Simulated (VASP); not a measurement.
Input of a VASP 6.6.1 run:

File INCAR:

```
SYSTEM = Mg16Au7
  ALGO = Fast
  EDIFF = 1E-6
  ENCUT = 520
  GGA = CA
  ISIF = 2
  ISMEAR = -1
  LASPH = .True.
  LCHARG = .False.
  LREAL = Auto
  LWAVE = .False.
  NBANDS = 72
  NELM = 80
  PREC = Accurate
  SIGMA = 0.05
```

File KPOINTS:

```
k-points
0
Gamma
  2 2 2
  0 0 0
```

File POSCAR:

```
Mg16Au7
1.0
    6.1351573700      0.0000000000      0.0000000000
    0.0000000000      9.0712827400      0.0000000000
    0.0000000000      0.0000000000      8.2845697200
Mg Au
16 7
Direct
    0.8349469608      0.1289573959      0.0627340969
    0.6551833568      0.3756594406      0.5637544444
    0.3305170312      0.1224288815      0.4378180307
    0.1771752433      0.3756776299      0.9247212902
    0.4740919955      0.1165985043      0.8154858041
    0.0280235680      0.3756668266      0.2975275824
    0.9510773152      0.1194725191      0.6994126667
    0.5356353231      0.3757006696      0.1954552928
    0.8349510357      0.6223963205      0.0627208193
    0.6625246518      0.8756672267      0.5578105027
    0.3305124674      0.6289004723      0.4378373437
    0.1679454883      0.8756813372      0.9443330510
    0.4740732510      0.6347557633      0.8155083762
    0.0308940731      0.8756565337      0.3101359620
    0.9510515620      0.6318593703      0.6994103732
    0.5410550700      0.8756689906      0.1925746362
    0.2720992958      0.1267324625      0.1167733549
    0.7324543983      0.3756858978      0.8814732988
    0.7698397474      0.1297198019      0.3879836984
    0.2720640889      0.6246523411      0.1167984618
    0.2263537700      0.8756644708      0.6207118986
    0.7698219809      0.6215966541      0.3879709036
    0.7397888475      0.8756783608      0.8817780823
```

Potentials or basis: VASP PAW LDA potentials, release 64 (Mg, Au).

Command:

```sh
$ cat potpaw_LDA.64/Mg/POTCAR potpaw_LDA.64/Au/POTCAR > POTCAR
$ mpirun -np 1 vasp_std > vasp.out
```

Q: Estimate the pressure.

A: -4.1 GPa.

Q: What does it give for the largest force?

A: 0.019 eV/Å.

Q: Estimate the band gap on the k mesh.

A: None (metal or under the smearing width).

Forces on the atoms (eV/Å):
```
Mg  -0.007 -0.001  0.001
Mg  -0.002  0.001 -0.003
Mg  -0.003  0.004  0.002
Mg   0.001  0.000  0.001
Mg   0.004  0.000 -0.014
Mg   0.005  0.000 -0.012
Mg   0.001 -0.007  0.010
Mg  -0.001 -0.001  0.003
Mg  -0.007  0.001  0.002
Mg   0.011  0.000  0.010
Mg  -0.001 -0.005  0.001
Mg  -0.001  0.000  0.004
Mg   0.005  0.001 -0.015
Mg  -0.003  0.000 -0.019
Mg   0.001  0.006  0.010
Mg  -0.004  0.000  0.007
Au   0.003 -0.001 -0.004
Au   0.004 -0.002  0.004
Au  -0.004 -0.004  0.004
Au   0.005  0.006 -0.004
Au  -0.012 -0.002  0.005
Au  -0.004  0.003  0.006
Au   0.008  0.000  0.002
```

Caveat: the k mesh is coarse (spacing up to 0.51 Å⁻¹), so the values aren't converged. The run has no spin-orbit coupling, so splittings on Au are missing.
